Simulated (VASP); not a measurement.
# Tc3Sn (Fm-3m) in VASP: reference runs

How does Tc3Sn come out in PBE? The cell is run as given and disturbed.

Program: VASP 6.6.1. These are calculated values, not measurements. Logs are shortened: lines on timing, memory, paths and dates and some standing lists are left out, and cuts for length are marked.

### Step 1. The crystal as given

It takes space group Fm-3m (No. 225, cubic). Conventional cell: a = 6.344 Å, b = 6.344 Å, c = 6.344 Å, α = 90.00°, β = 90.00°, γ = 90.00°. Around Sn (site symmetry m-3m) lie 8 Tc at 2.75 Å. Tc (site symmetry m-3m) has 8 Tc at 2.75 Å as nearest neighbours. Tc (site symmetry -43m) has 4 Tc at 2.75 Å and 4 Sn at 2.75 Å as nearest neighbours.

The cell comes from a database or a generator and needn't be the stable form of this composition.

### Step 2. Single point, PBE

Input file INCAR:

```
  ALGO = Normal
  EDIFF = 1E-7
  ENCUT = 520
  GGA = PE
  ISIF = 2
  ISMEAR = -1
  LASPH = T
  LCHARG = T
  LELF = T
  LREAL = F
  LVHAR = T
  LWAVE = F
  NBANDS = 34
  NELM = 100
  PREC = Accurate
  SIGMA = 0.05
```

Input file KPOINTS:

```
k-points
0
Gamma
  7 7 7
```

Input file POSCAR:

```
Tc3Sn
1.0
    0.0000000000      3.1721940000      3.1721940000
    3.1721940000      0.0000000000      3.1721940000
    3.1721940000      3.1721940000      0.0000000000
Sn Tc
1 3
Direct
    0.0000000000      0.0000000000      0.0000000000
    0.5000000000      0.5000000000      0.5000000000
    0.7500000000      0.7500000000      0.7500000000
    0.2500000000      0.2500000000      0.2500000000
```

Potentials or basis: VASP PAW PBE potentials, release 64 (Sn_d, Tc_pv).

Run with:

```
$ cat potpaw_PBE.64/Sn_d/POTCAR potpaw_PBE.64/Tc_pv/POTCAR > POTCAR
$ mpirun -np 1 vasp_std > vasp.out
```

OUTCAR:

```text
EDIFF = 1E-7
   ENCUT = 520
   GGA = PE
   ISIF = 2
   ISMEAR = -1
   LASPH = T
   LREAL = F
   NELM = 100
   PREC = Accurate

 ion  position               nearest neighbor table
   1  0.000  0.000  0.000-   3 2.75   3 2.75   3 2.75   4 2.75   4 2.75   4 2.75   4 2.75   3 2.75
                             2 3.17   2 3.17   2 3.17   2 3.17   2 3.17   2 3.17
   2  0.500  0.500  0.500-   4 2.75   4 2.75   4 2.75   3 2.75   3 2.75   3 2.75   4 2.75   3 2.75
                             1 3.17   1 3.17   1 3.17   1 3.17   1 3.17   1 3.17
   3  0.750  0.750  0.750-   2 2.75   2 2.75   2 2.75   1 2.75   1 2.75   1 2.75   2 2.75   1 2.75
                             4 3.17   4 3.17   4 3.17   4 3.17   4 3.17   4 3.17
   4  0.250  0.250  0.250-   1 2.75   1 2.75   1 2.75   2 2.75   2 2.75   2 2.75   2 2.75   1 2.75
                             3 3.17   3 3.17   3 3.17   3 3.17   3 3.17   3 3.17

  LATTYP: Found a face centered cubic cell.
 ALAT       =     6.3443880000

  Lattice vectors:

 A1 = (   0.0000000000,   3.1721940000,   3.1721940000)
 A2 = (   3.1721940000,   0.0000000000,   3.1721940000)
 A3 = (   3.1721940000,   3.1721940000,   0.0000000000)

Analysis of symmetry for initial positions (statically):
=====================================================================
 Subroutine PRICEL returns:
 Original cell was already a primitive cell.

 Routine SETGRP: Setting up the symmetry group for a
 face centered cubic supercell.

 Subroutine GETGRP returns: Found 48 space group operations
 (whereof 48 operations were pure point group operations)
 out of a pool of 48 trial point group operations.

The static configuration has the point symmetry O_h .

Analysis of symmetry for dynamics (positions and initial velocities):
=====================================================================
 Subroutine PRICEL returns:
 Original cell was already a primitive cell.

 Routine SETGRP: Setting up the symmetry group for a
 face centered cubic supercell.

 Subroutine GETGRP returns: Found 48 space group operations
 (whereof 48 operations were pure point group operations)
 out of a pool of 48 trial point group operations.

The dynamic configuration has the point symmetry O_h .

 Subroutine INISYM returns: Found 48 space group operations
 (whereof 48 operations are pure point group operations),
 and found     1 'primitive' translations

----------------------------------------------------------------------------------------

                                     Primitive cell

  volume of cell :      63.8424

  direct lattice vectors                    reciprocal lattice vectors
     0.000000000  3.172194000  3.172194000    -0.157619616  0.157619616  0.157619616
     3.172194000  0.000000000  3.172194000     0.157619616 -0.157619616  0.157619616
     3.172194000  3.172194000  0.000000000     0.157619616  0.157619616 -0.157619616

  length of vectors
     4.486159777  4.486159777  4.486159777     0.273005183  0.273005183  0.273005183

  position of ions in fractional coordinates (direct lattice)
     0.000000000  0.000000000  0.000000000
     0.500000000  0.500000000  0.500000000
     0.750000000  0.750000000  0.750000000
     0.250000000  0.250000000  0.250000000

  ion indices of the primitive-cell ions
   primitive index   ion index
                 1           1
                 2           2
                 3           3
                 4           4

----------------------------------------------------------------------------------------

 KPOINTS: k-points

Automatic generation of k-mesh.
 Grid dimensions read from file:
 generate k-points for:    7    7    7

 Generating k-lattice:

  Cartesian coordinates                     Fractional coordinates (reciprocal lattice)
    -0.022517088  0.022517088  0.022517088     0.142857143  0.000000000  0.000000000
     0.022517088 -0.022517088  0.022517088     0.000000000  0.142857143  0.000000000
     0.022517088  0.022517088 -0.022517088     0.000000000  0.000000000  0.142857143

  Length of vectors
     0.039000740  0.039000740  0.039000740

  Shift w.r.t. Gamma in fractional coordinates (k-lattice)
     0.000000000  0.000000000  0.000000000

 Subroutine IBZKPT returns following result:
 ===========================================

 Found     20 irreducible k-points:

 Following reciprocal coordinates:
            Coordinates               Weight
  0.000000  0.000000  0.000000      1.000000
  0.142857  0.000000  0.000000      8.000000
  0.285714  0.000000  0.000000      8.000000
  0.428571  0.000000  0.000000      8.000000
  0.142857  0.142857  0.000000      6.000000
  0.285714  0.142857  0.000000     24.000000
[... 12 lines left out ...]
 -0.428571  0.428571  0.142857     24.000000
 -0.285714  0.428571  0.142857     24.000000
   k-points           NKPTS =     20   k-points in BZ     NKDIM =     20   number of bands    NBANDS=     34
   number of dos      NEDOS =    301   number of ions     NIONS =      4
   total plane-waves  NPLWV =  46656
   dimension x,y,z NGX =    36 NGY =   36 NGZ =   36
   dimension x,y,z NGXF=    72 NGYF=   72 NGZF=   72
   ions per type =               1   3
   NGX,Y,Z   is equivalent  to a cutoff of  13.34, 13.34, 13.34 a.u.
   NGXF,Y,Z  is equivalent  to a cutoff of  26.68, 26.68, 26.68 a.u.
 SYSTEM =  unknown system
   PREC   = accura    normal or accurate (medium, high low for compatibility)
   ISTART =      0    job   : 0-new  1-cont  2-samecut
   ICHARG =      2    charge: 1-file 2-atom 10-const
   ISPIN  =      1    spin polarized calculation?
   LNONCOLLINEAR =      F non collinear calculations
   LSORBIT =      F    spin-orbit coupling
   LASPH  =      T    aspherical Exc in radial PAW
   ENCUT  =  520.0 eV  38.22 Ry    6.18 a.u.   8.34  8.34  8.34*2*pi/ulx,y,z
   NELM   =    100;   NELMIN=  2; NELMDL= -5     # of ELM steps
   EDIFF  = 0.1E-06   stopping-criterion for ELM
   LREAL  =      F    real-space projection
   EDIFFG = 0.1E-05   stopping-criterion for IOM
   NSW    =      0    number of steps for IOM
   IBRION =     -1    ionic relax: 0-MD 1-quasi-New 2-CG
   NFREE  =      0    steps in history (QN), initial steepest desc. (CG)
   ISIF   =      2    stress and relaxation
   ISYM   =      2    0-nonsym 1-usesym 2-fastsym
   POTIM  = 0.5000    time-step for ionic-motion
   TEBEG  =    0.0;   TEEND  =   0.0 temperature during run
   PSTRESS=    0.0 pullay stress
   NELECT =      53.0000    total number of electrons
   NUPDOWN=      -1.0000    fix difference up-down
   EMIN   =  10.00;   EMAX   =-10.00  energy-range for DOS
   EFERMI =   0.00;   METHOD = LEGACY
   ISMEAR =    -1;   SIGMA  =   0.05  broadening in eV -4-tet -1-fermi 0-gaus
   EFERMI_NEDOS =   21; number of points for ismear=-14 and -15
   IALGO  =     38    algorithm
   IMIX   =      4    mixing-type and parameters
     AMIX     =   0.40;   BMIX     =  1.00
     AMIX_MAG =   1.60;   BMIX_MAG =  1.00
  volume/ion in A,a.u.               =      15.96       107.71
  Fermi-wavevector in a.u.,A,eV,Ry     =   1.538616  2.907564 32.209626  2.367341
  Thomas-Fermi vector in A             =   2.644960
   LORBIT       =      0    0 simple, 1 ext, 2 COOP (PROOUT), +10 PAW based schemes
   GGA     = PE    functional components
   LHFCALC =     F    Hartree Fock is set to
   AEXX    =    0.0000 exact exchange contribution
   IVDW    =     0    specifies the selected vdW correction
   LEPSILON=     F    determine dielectric tensor
   LRPA    =     F    only Hartree local field effects (RPA)
 non-spin polarized calculation
  energy-cutoff  :      520.00
  volume of cell :       63.84
 maximum number of plane-waves:      1759
 NGX is ok and might be reduce to    36
   NGX = 17   NGY = 17   NGZ = 17

 number of electron      53.0000002 magnetization

 Free energy of the ion-electron system (eV)
  ---------------------------------------------------
  ext. energy  EPLUGINS =         0.00000000
  ---------------------------------------------------
  free energy    TOTEN  =       -33.91484807 eV

  energy without entropy =      -33.88112533  energy(sigma->0) =      -33.89798670

 E-fermi :  12.3209     XC(G=0): -13.1365

 val. band max:       12.3156364779   @ k =   0.1429   0.0000   0.0000
 cond. band min:      12.3688833887   @ k =  -0.4286   0.4286   0.0000
 fundamental gap:      0.0532469108
 Fermi energy:        12.3208617504

 k-point     1 :       0.0000    0.0000    0.0000
  band No.  band energies     occupation
      1     -27.0533      2.00000
      2     -27.0533      2.00000
      3     -27.0533      2.00000
      4     -26.4261      2.00000
      5     -26.4261      2.00000
      6     -26.4261      2.00000
[... 26 lines left out ...]
     33      17.3085      0.00000
     34      17.3085      0.00000

 k-point     2 :       0.1429    0.0000    0.0000
  band No.  band energies     occupation
      1     -27.0604      2.00000
      2     -27.0604      2.00000
      3     -27.0566      2.00000
      4     -26.4145      2.00000
      5     -26.4145      2.00000
      6     -26.3990      2.00000
[... 26 lines left out ...]
     33      17.5130      0.00000
     34      17.7544      0.00000

 k-point     3 :       0.2857    0.0000    0.0000
  band No.  band energies     occupation
      1     -27.0757      2.00000
      2     -27.0757      2.00000
      3     -27.0582      2.00000
      4     -26.3876      2.00000
      5     -26.3876      2.00000
      6     -26.3439      2.00000
[... 26 lines left out ...]
     33      17.9098      0.00000
     34      17.9098      0.00000

 k-point     4 :       0.4286    0.0000    0.0000
  band No.  band energies     occupation
      1     -27.0873      2.00000
      2     -27.0873      2.00000
      3     -27.0543      2.00000
      4     -26.3637      2.00000
      5     -26.3637      2.00000
      6     -26.3535      2.00000
[... 26 lines left out ...]
     33      18.1536      0.00000
     34      18.1536      0.00000

 k-point     5 :       0.1429    0.1429    0.0000
  band No.  band energies     occupation
      1     -27.0697      2.00000
      2     -27.0697      2.00000
      3     -27.0443      2.00000
      4     -26.4070      2.00000
      5     -26.4070      2.00000
      6     -26.3958      2.00000
[... 473 lines left out ...]
 k-point    18 :      -0.4286    0.2857    0.1429
  band No.  band energies     occupation
      1     -27.1142      2.00000
      2     -27.0791      2.00000
      3     -27.0552      2.00000
      4     -26.4112      2.00000
      5     -26.3306      2.00000
      6     -26.3276      2.00000
[... 26 lines left out ...]
     33      15.2820      0.00000
     34      18.3537      0.00000

 k-point    19 :      -0.4286    0.4286    0.1429
  band No.  band energies     occupation
      1     -27.1312      2.00000
      2     -27.1047      2.00000
      3     -27.0202      2.00000
      4     -26.4419      2.00000
      5     -26.3070      2.00000
      6     -26.3041      2.00000
[... 26 lines left out ...]
     33      14.4340      0.00000
     34      18.6366      0.00000

 k-point    20 :      -0.2857    0.4286    0.1429
  band No.  band energies     occupation
      1     -27.1308      2.00000
      2     -27.0794      2.00000
      3     -27.0479      2.00000
      4     -26.4420      2.00000
      5     -26.3025      2.00000
      6     -26.2987      2.00000
[... 26 lines left out ...]
     33      14.3946      0.00000
     34      18.9133      0.00000

------------------------ aborting loop because EDIFF is reached ----------------------------------------

  FORCE on cell =-STRESS in cart. coord.  units (eV):
  Direction    XX          YY          ZZ          XY          YZ          ZX
  --------------------------------------------------------------------------------------
  -------------------------------------------------------------------------------------
  Total       -0.8821306     -0.8821306     -0.8821306     -0.0000000      0.0000000     -0.0000000
  in kB      -22.1377908    -22.1377908    -22.1377908     -0.0000000      0.0000000     -0.0000000
  external PRESSURE =     -22.1377908 kB  Pullay stress =       0.0000000 kB

 VOLUME and BASIS-vectors are now :
 -----------------------------------------------------------------------------
  energy-cutoff  :      520.00
  volume of cell :       63.84
      direct lattice vectors                 reciprocal lattice vectors
     0.000000000  3.172194000  3.172194000    -0.157619616  0.157619616  0.157619616
     3.172194000  0.000000000  3.172194000     0.157619616 -0.157619616  0.157619616
     3.172194000  3.172194000  0.000000000     0.157619616  0.157619616 -0.157619616

 POSITION                                       TOTAL-FORCE (eV/Angst)
 -----------------------------------------------------------------------------------
      0.00000      0.00000      0.00000        -0.000000     -0.000000      0.000000
      3.17219      3.17219      3.17219        -0.000000     -0.000000      0.000000
      4.75829      4.75829      4.75829         0.000000     -0.000000     -0.000000
      1.58610      1.58610      1.58610         0.000000      0.000000      0.000000
 -----------------------------------------------------------------------------------
    total drift:                                0.000000      0.000000      0.000000

  FREE ENERGIE OF THE ION-ELECTRON SYSTEM (eV)
  ---------------------------------------------------
  free  energy   TOTEN  =       -33.9148480671 eV

  energy  without entropy=      -33.8811253285  energy(sigma->0) =      -33.89798670
```

Run time: 50 s. Hardware: 1 thread of Intel Xeon Platinum 8375C at 2.90GHz (Ice Lake), shared host; peak memory 0.22 GiB.

Results:

```
Free energy            : -33.9148 eV
Pressure               : -2.2 GPa
Band gap on the k mesh : none (metal or under the smearing width)
```

### Step 3. Single point, PBE (atoms moved at random, drawn with an rms of 0.05 Å)

Input file INCAR:

```
SYSTEM = Tc3Sn
PREC     = Accurate       ! precision mode
ENCUT    = 520            ! plane-wave cutoff, eV
EDIFF    = 1E-7           ! SCF threshold, eV
ISMEAR   = -1             ! smearing method
SIGMA    = 0.05           ! smearing width, eV
LREAL    = .False.        ! projectors in reciprocal space
LASPH    = .True.         ! aspherical terms in the spheres
NELM     = 100            ! most SCF steps
ALGO     = Normal         ! electronic algorithm
ISIF     = 2              ! what is computed and relaxed
LWAVE    = .False.        ! write WAVECAR
LCHARG   = .False.        ! write CHGCAR
GGA      = PE             ! functional
NBANDS   = 34             ! bands
```

Input file KPOINTS:

```
regular mesh
0
Gamma
  7 7 7
  0 0 0
```

Input file POSCAR:

```
Tc3Sn
1.0
    0.0000000000      3.1721940000      3.1721940000
    3.1721940000      0.0000000000      3.1721940000
    3.1721940000      3.1721940000      0.0000000000
Sn Tc
1 3
Direct
   -0.0006780000     -0.0082460000     -0.0039810000
    0.5055900000      0.5090420000      0.4997500000
    0.7481290000      0.7590940000      0.7514150000
    0.2544250000      0.2493530000      0.2527440000
```

Potentials or basis: VASP PAW PBE potentials, release 64 (Sn_d, Tc_pv).

Run with:

```
$ cat potpaw_PBE.64/Sn_d/POTCAR potpaw_PBE.64/Tc_pv/POTCAR > POTCAR
$ mpirun -np 1 vasp_std > vasp.out
```

OUTCAR:

```text
SYSTEM = Tc3Sn
   PREC = Accurate
   ENCUT = 520
   EDIFF = 1E-7
   ISMEAR = -1
   LREAL = .False.
   LASPH = .True.
   NELM = 100
   ISIF = 2
   GGA = PE

 ion  position               nearest neighbor table
   1  0.999  0.992  0.996-   3 2.67   4 2.72   4 2.72   4 2.73   3 2.74   3 2.77   3 2.81   4 2.82
                             2 3.10   2 3.11   2 3.14   2 3.21   2 3.24   2 3.25
   2  0.506  0.509  0.500-   4 2.71   3 2.73   3 2.74   4 2.74   3 2.75   4 2.76   3 2.77   4 2.78
                             1 3.10   1 3.11   1 3.14   1 3.21   1 3.24   1 3.25
[... 1094 lines left out ...]
  --------------------------------------------------------------------------------------
  -------------------------------------------------------------------------------------
  Total       -0.7261694     -0.6951063     -0.6999550      0.1202079      0.2040952     -0.0421336
  in kB      -18.2238157    -17.4442618    -17.5659436      3.0167162      5.1219350     -1.0573777
  external PRESSURE =     -17.7446737 kB  Pullay stress =       0.0000000 kB

 VOLUME and BASIS-vectors are now :
 -----------------------------------------------------------------------------
  energy-cutoff  :      520.00
  volume of cell :       63.84
      direct lattice vectors                 reciprocal lattice vectors
     0.000000000  3.172194000  3.172194000    -0.157619616  0.157619616  0.157619616
     3.172194000  0.000000000  3.172194000     0.157619616 -0.157619616  0.157619616
     3.172194000  3.172194000  0.000000000     0.157619616  0.157619616 -0.157619616

 POSITION                                       TOTAL-FORCE (eV/Angst)
 -----------------------------------------------------------------------------------
      6.30560      6.32961      6.31608         0.710153      0.360998      0.602739
      3.20008      3.18913      3.21861        -0.138604     -0.058555     -0.138224
      4.79163      4.75684      4.78120        -0.514849     -0.020940     -0.345002
      1.59275      1.60884      1.59808        -0.056699     -0.281503     -0.119512
 -----------------------------------------------------------------------------------
    total drift:                                0.000028      0.000010      0.000033

  FREE ENERGIE OF THE ION-ELECTRON SYSTEM (eV)
  ---------------------------------------------------
  free  energy   TOTEN  =       -33.8675890162 eV

  energy  without entropy=      -33.8336492684  energy(sigma->0) =      -33.85061914
```

It took 6.6 min on 1 thread of Intel Xeon Platinum 8375C at 2.90GHz (Ice Lake), shared host; peak memory 0.43 GiB.

Results:

```
Free energy            : -33.8676 eV
Pressure               : -1.8 GPa
Largest force          : 0.999 eV/Å
Band gap on the k mesh : none (metal or under the smearing width)
```

Forces on the atoms (eV/Å):
```
Sn   0.710  0.361  0.603
Tc  -0.139 -0.059 -0.138
Tc  -0.515 -0.021 -0.345
Tc  -0.057 -0.282 -0.120
```

Levels at points of the mesh, in eV from the Fermi level:
```tsv
k point	band 24	band 25	band 26	band 27	band 28	band 29	band 30	band 31
(0.00, 0.00, 0.00)	0.66	0.72	0.73	0.73	0.75	1.45	1.45	2.21
```
